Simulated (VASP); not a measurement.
Input for VASP

### KPOINTS
```
Automatic mesh
0
Gamma
8 8 4
0 0 0
```

### INCAR
```
# general
SYSTEM  = CdSe
PREC    = Accurate
ENCUT   = 520
LREAL   = .FALSE.
LASPH   = .TRUE.

# electronic loop
EDIFF   = 1E-7
NELM    = 100
ALGO    = Normal
LMAXMIX = 4   # l cut-off of mixed one-centre charges

# smearing
ISMEAR  = -5   # tetrahedra, Bloechl

# functional
GGA     = PS   # PBEsol

# ions
ISIF    = 2

# output
LWAVE   = .FALSE.
LCHARG  = .TRUE.
LORBIT  = 11   # lm-projected
NEDOS   = 601   # DOS grid
```

File POSCAR:
```
CdSe
1
    2.1563102993    -3.7348387570     0.0000000000
    2.1563102993     3.7348387570     0.0000000000
    0.0000000000     0.0000000000     7.0322867887
Cd Se
2 2
Direct
  0.6666670000   0.3333330000   0.5000155756
  0.3333330000   0.6666670000   0.0000155756
  0.6666670000   0.3333330000   0.8759844244
  0.3333330000   0.6666670000   0.3759844244
```

POTCAR, in this order: Cd Se (PBE.64 set). Program: vasp_std.

Problem. Write an equivalent input for Ansatz.

Solution. One equivalent input (not run):
Ansatz 0.2 input:
```yaml
crystal:
  lattice:
    - [2.1563103, -3.7348388, 0.0000000]
    - [2.1563103, 3.7348388, 0.0000000]
    - [0.0000000, 0.0000000, 7.0322868]
  atoms:
    - { symbol: Cd, position: [0.6666670, 0.3333330, 0.5000156] }
    - { symbol: Cd, position: [0.3333330, 0.6666670, 0.0000156] }
    - { symbol: Se, position: [0.6666670, 0.3333330, 0.8759844] }
    - { symbol: Se, position: [0.3333330, 0.6666670, 0.3759844] }
kpoints:
  mp_grid: { grid: [8, 8, 4] }
hamiltonian:
  xc: pbesol
  pseudopotentials: { kind: paw }
scf:
  occupations: { method: tetrahedron }
  max_iter: 100
output: { forces: true, stress: true, eigenvalues: true }
```
What does not carry over: each code has its own PAW files, so the cut-off isn't converted (ENCUT is set for VASP's; basis.ecutwfc is left out, and Ansatz then takes the one that its files recommend); Ansatz stops its SCF on the density residual and VASP on the energy change (EDIFF).

The compound is CdSe in the wurtzite structure. It was relaxed first.
